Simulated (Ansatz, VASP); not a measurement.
# SrTlBr3: VASP beside Ansatz

Wanted: the spread between two codes on one cell, functional and k mesh. The cell is invented: As first built, before any earlier steps moved the atoms (in the runner's words): it takes the RbSrCl3 structure with some of its atoms replaced by other elements, volume scaled by an estimate. It may not be a known or stable phase. The cell is taken from a series of VASP runs on this material, whose earlier steps may have relaxed, scaled or displaced it; both programs get it as it stands.

Calculated with Ansatz 0.2.0; plane waves, with VASP 6.6.1 beside it; zone-centre phonons at BLYP.

### Step 1. The structure

Symmetry: Pm-3m, No. 221, cubic system. Conventional cell: a = 6.076 Å, b = 6.076 Å, c = 6.076 Å, α = 90.00°, β = 90.00°, γ = 90.00°. Nearest to Tl lie 12 Br at 4.30 Å. Nearest to Sr lie 6 Br at 3.04 Å. Nearest to Br lie 2 Sr at 3.04 Å. As first built, before any earlier steps moved the atoms (in the runner's words): sites of the RbSrCl3 structure (space group 221) filled with other elements, volume scaled by an estimate. Farther neighbours and most contacts between anions are not listed.

### Step 2. Ansatz: zone-centre phonons, BLYP

Ansatz runs on its default PAW (the set named soft_2) files.

Second derivatives magnify differences that forces hide, and they need a tight electronic threshold.

The input, input.yaml:

```yaml
crystal:
  lattice:
    - [6.0756620906, 0.0, 0.0]
    - [0.0, 6.0756620906, 0.0]
    - [0.0, 0.0, 6.0756620906]
  atoms:
    - { symbol: Tl, position: [0.5, 0.5, 0.5] }
    - { symbol: Sr, position: [0.0, 0.0, 0.0] }
    - { symbol: Br, position: [0.5, 0.0, 0.0] }
    - { symbol: Br, position: [0.0, 0.5, 0.0] }
    - { symbol: Br, position: [0.0, 0.0, 0.5] }
hamiltonian:
  xc: blyp
  pseudopotentials: { kind: paw }
kpoints:
  mp_grid: { grid: [5, 5, 5] }
scf:
  occupations: { method: fixed }
phonons:
  method: dfpt
  qpoints: [[0, 0, 0]]
  dielectric: true
  rigid_motions: translations
```

Command:

```
ansatz run input.yaml --threads 4 --pin off --max-ram 9216MiB --backend cpu --events-out ev --progress --plain --runs-dir out
```

Numbers of over 12 decimals in the logs are rounded to 6 here.

Output:

```text
Engine: ansatz 0.2.0, x86_64-unknown-linux-gnu
Pseudopotentials: kind: paw
Pseudopotential: Tl, paw, valence charge 13, recommended cutoff 420 eV (normal), Tl.paw.azcp
Pseudopotential: Sr, paw, valence charge 10, recommended cutoff 420 eV (normal), Sr.paw.azcp
Pseudopotential: Br, paw, valence charge 7, recommended cutoff 420 eV (normal), Br.paw.azcp
Functional definition: BLYP
  parameter beta = 0.0042
  parameter a = 0.04918
  parameter b = 0.132
  parameter c = 0.2533
  parameter d = 0.349
  exchange = b88_x(beta = beta)
  correlation = lyp_c(a = a, b = b, c = c, d = d)
Crystal: 5 atoms, lattice volume = 224.275 Å³
Basis set: ecut = 420 eV, 4385 PW (Γ), exchange–correlation on 90×90×90 points (8 copies of the dense FFT grid, shifted against one another)
Bands: 27, of which v1, the nominal top of the filled ones, is band 22 counted from 1 (21 counted from 0)
Symmetry: 48 space group operations
k-points: 39 of 125 (irreducible under 2 space group operations, time reversal used)
Non-local potential: Tl, projectors of the file, l = 0: 2, l = 1: 2, l = 2: 2, l = 3: 1
Non-local potential: Sr, projectors of the file, l = 0: 3, l = 1: 2, l = 2: 2
Non-local potential: Br, projectors of the file, l = 0: 2, l = 1: 2, l = 2: 2
PAW form: soft (Blöchl's): semilocal exchange-correlation on the pseudo side does not see the compensation charge
PAW frozen core: Tl, regenerated for the run's functional, and the local potential with it (the file was generated under x = pbe(κ = 0.804, μ = 0.219515), c = pbe(β = 0.066725))
PAW frozen core: Sr, regenerated for the run's functional, and the local potential with it (the file was generated under x = pbe(κ = 0.804, μ = 0.219515), c = pbe(β = 0.066725))
PAW frozen core: Br, regenerated for the run's functional, and the local potential with it (the file was generated under x = pbe(κ = 0.804, μ = 0.219515), c = pbe(β = 0.066725))
PAW one-centre angular grid: Tl, 590 points (default); XC on 64 Gauss nodes
PAW one-centre angular grid: Sr, 110 points (default); XC on 64 Gauss nodes
PAW one-centre angular grid: Br, 110 points (default); XC on 64 Gauss nodes
Initial density: superposition of atomic densities (neutral atoms: chi_scale 0, normalization atom), corrected by the library's trained network
Initial wavefunctions: pseudopotential atomic-orbital guess
Functional: x = b88, c = lyp
SCF iter   1: F=—  HF=-23421.411683 eV  |F-HF|=—  |Δ(HF+E_count)|=         —  Δρ=3.69e-3  dr2=3.34e-2  ethr=1.77e-3  ⟨swp⟩=5.5  Hψ=4721  notcnv=0  defer=78
preconditioner: auto → Resta (q_TF=auto, 2.080 Å⁻¹)  ε∞=2.9  [insulator: Δε(μ)=3.218 eV  Ē_g=11.728 eV  n_scr=32 (ndim 8)  ℏωp=16.1 eV  f_vac=0.066  ε∞_Penn≈2.9]
SCF iter   2: F=—  HF=-23421.401248 eV  |F-HF|=—  |Δ(HF+E_count)|=   1.04e-2  Δρ=1.11e-3  dr2=2.24e-3  ethr=7.59e-5  ⟨swp⟩=2.9  Hψ=2202  notcnv=0  defer=105
SCF iter   3: F=—  HF=-23421.400860 eV  |F-HF|=—  |Δ(HF+E_count)|=   3.89e-4  Δρ=2.60e-4  dr2=8.32e-5  ethr=5.08e-6  ⟨swp⟩=2.5  Hψ=1874  notcnv=0  defer=107
SCF iter   4: F=—  HF=-23421.400935 eV  |F-HF|=—  |Δ(HF+E_count)|=   7.58e-5  Δρ=4.25e-5  dr2=2.91e-6  ethr=1.89e-7  ⟨swp⟩=2.0  Hψ=1862  notcnv=0  defer=106
SCF iter   5: F=—  HF=-23421.400876 eV  |F-HF|=—  |Δ(HF+E_count)|=   5.97e-5  Δρ=8.45e-6  dr2=2.15e-7  ethr=6.62e-9  ⟨swp⟩=2.0  Hψ=1720  notcnv=0  defer=78
SCF iter   6: F=—  HF=-23421.400876 eV  |F-HF|=—  |Δ(HF+E_count)|=   2.82e-7  Δρ=2.49e-6  dr2=1.56e-8  ethr=4.89e-10  ⟨swp⟩=2.0  Hψ=1634  notcnv=0  defer=78
SCF iter   7: F=—  HF=-23421.400876 eV  |F-HF|=—  |Δ(HF+E_count)|=   4.54e-8  Δρ=3.64e-7  dr2=4.25e-10  ethr=3.56e-11  ⟨swp⟩=2.0  Hψ=1838  notcnv=0  defer=78
SCF iter   8: F=-23421.400876 eV  HF=-23421.400876 eV  |F-HF|=1.46e-11  |Δ(HF+E_count)|=  6.08e-10  Δρ=8.65e-8  dr2=1.95e-11  ethr=1.00e-12  ⟨swp⟩=17.4  Hψ=9312  notcnv=0
SCF 1 converged in 8 iterations: F = -23421.400876 eV  dr2 = 1.95e-11
  greatest PAW one-centre occupation: 0.987 electrons in one spin orbital (limit 2), on the Sr atom at site 1 (counted from 0), in its partial waves of l = 0
NSCF: frozen V_eff on 7 k-points
DFPT response loops at Γ: preconditioner auto → Resta (q_TF=auto, 2.080 Å⁻¹)  ε∞=4.4 (no band partly filled); β = 1.00, the filter's whole step (`scf.mixing.beta` (0.50) is not read by the response loops at its default; to damp them type it under 1.00, their step now; it binds the ground state too); Broyden in place of MSR1
SCF converged after 8 iterations
Free energy (F): -23421.400876 eV
Harris-Foulkes:  -23421.400876 eV  (|F-HF|=1.46e-11)
Internal energy: -23421.400876 eV  (E = F + TS)
E sigma→0 (E₀):  -23421.400876 eV
Fermi energy:    1.294167 eV
--- Per-component energies (eV) ---
  E_band       = -303.427326
  E_kinetic    = 975.383346
  E_local      = -2908.325596  (includes V_loc(G=0)·N_el)
  E_nonlocal   = 733.235256
  E_hartree    = 921.225802
  E_xc         = -1190.921885
  E_vxc        = -602.189133  (∫ρ·V_xc dr)
  E_paw        = -19678.765955  (= ΣΔE_a)
  E_vpaw       = -343.982887  (= ΣTr[D̂ρ^β])
  E_aug_tail   = 0.000027  (compensation charges beyond the density's cutoff)
  E_ewald      = -2273.389598
  E_core_change = 0.157726  (= ΣΔE_core)
  E_smearing   = -0.000000  (= −TS)
  E_closure    = 0.000000  (closes the sum)
  Σ components = -23421.400876   (vs F -23421.400876, Δ=0.00e0)
--- Band table (eV; the first three rows and the last of 39) ---
  k-point 0: bands = [... 18 lower, 0.9360, 1.0441, 1.0441, 1.0441, 5.4507, 5.4507, 5.4507, 6.6426, ... 1 higher]
  k-point 1: bands = [... 18 lower, 0.8758, 0.9105, 1.0253, 1.0253, 4.9463, 5.3347, 5.3347, 6.7151, ... 1 higher]
  k-point 2: bands = [... 18 lower, 0.7823, 0.8702, 1.0321, 1.0321, 4.4091, 5.1767, 5.1767, 6.7667, ... 1 higher]
  k-point 38: bands = [... 18 lower, 0.3737, 1.0644, 1.0682, 1.2807, 4.8178, 5.0710, 5.1484, 7.7575, ... 1 higher]
--- Phonons (Γ-DFPT): 4 representative perturbations + reference, on 39 of 125 k-points (Σ response iterations 12) ---
  k mesh reduced under 2 symmetry operations, with k and −k counted as one. Each operation leaves every solved perturbation unchanged. A smaller set is not considered because the run solves the response to a homogeneous field
  ASR residual: 2.221e-3 → 0.000e0 eV/Å²; symmetrization residual: 4.629e-5 eV/Å²
  ASR residual per site (eV/Å²): 4.07e-4 2.22e-3 1.45e-3 1.45e-3 1.45e-3
  Γ frequencies (cm⁻¹): -38.53 -38.53 -38.53 -20.45 -20.45 -20.45 0.00 0.00 0.00 53.41 53.41 53.41 155.87 155.87 155.87
  ε∞ (high-frequency dielectric tensor):
        3.100939     0.000000     0.000000
       -0.000000     3.100939     0.000000
        0.000000     0.000000     3.100939
  softest optical mode at Γ: -38.53 cm⁻¹; the repairs (sum rule, projections) moved no ω² at Γ by more than (3.04 cm⁻¹)²
  Born effective charges Z* (e; rows j = field, columns β = displacement):
    site 0:
         1.67171    0.00000    0.00000
         0.00000    1.67171    0.00000
         0.00000    0.00000    1.67171
    site 1:
         2.42420   -0.00000   -0.00000
        -0.00000    2.42420    0.00000
         0.00000    0.00000    2.42420
    site 2:
        -1.96472   -0.00000    0.00000
         0.00000   -1.06559    0.00000
         0.00000    0.00000   -1.06559
    site 3:
        -1.06559   -0.00000    0.00000
         0.00000   -1.96472    0.00000
         0.00000    0.00000   -1.06559
    site 4:
        -1.06559    0.00000    0.00000
        -0.00000   -1.06559   -0.00000
         0.00000   -0.00000   -1.96472
  Z* charge neutrality: 1.364e-4 e pre-enforcement
  k-mesh period / interband length: 30.4 Å / 1.52 Å = 20.02 at k = (0.0000, 0.0000, 0.0000), direct gap 4.407 eV — 14 or more, which is no proof of convergence
  optical modes at Γ without the LO–TO term, one row a degenerate level:
      ω (cm⁻¹)  modes    IR ((D/Å)²/amu)
        -38.53      3             2.6730
        -20.45      3             0.0000
         53.41      3             1.1372
        155.87      3             7.0890
  optical modes at Γ + LO–TO along q̂ = [1.0000, 0.0000, 0.0000]:
      ω (cm⁻¹)  modes    IR ((D/Å)²/amu)
        -38.53      2             1.7820
        -20.45      3             0.0000
[...]
optical modes at Γ + LO–TO along q̂ = [0.0000, 1.0000, 0.0000]:
      ω (cm⁻¹)  modes    IR ((D/Å)²/amu)
[...]
180.35      1             2.9466
  optical modes at Γ + LO–TO along q̂ = [0.0000, 0.0000, 1.0000]:
      ω (cm⁻¹)  modes    IR ((D/Å)²/amu)
        -38.53      2             1.7820
        -20.45      3             0.0000
         10.09      1             0.2606
         53.41      2             0.7582
         64.64      1             0.4258
        155.87      2             4.7260
        180.35      1             2.9466
--- Phonons (arbitrary-q DFPT): 1 explicit q-point ---
  q = [0, 0, 0] (of the zone-centre solve; hermiticity 2.08e-5, symmetrization 1.87e-6): -38.53 -38.53 -38.53 -20.45 -20.45 -20.45 -0.00 -0.00 -0.00 53.41 53.41 53.41 155.87 155.87 155.87
  sum rule: each row above includes the acoustic sum rule's correction from the zone centre's row sums; it moved no ω² by more than (2.63 cm⁻¹)²
```

It took 24 s on 4 threads of Intel Xeon 6975P-C (Granite Rapids), shared host; peak memory 1.4 GiB; 88 s of CPU time.

(Part 1 of 3 ends here.)

[Lines on the potential files, build, host, timing and source positions are cut from VASP's logs without a mark.]

[Logs are printed without paths, hosts, clocks, repeated set-up lines and the standing remarks that a program may print on its own settings, such as how far it seeks lower states.]

[Hosts, paths, dates, database ids (printed as entryN), source tags and the programs' standing remarks are cut or masked in the printed files.]
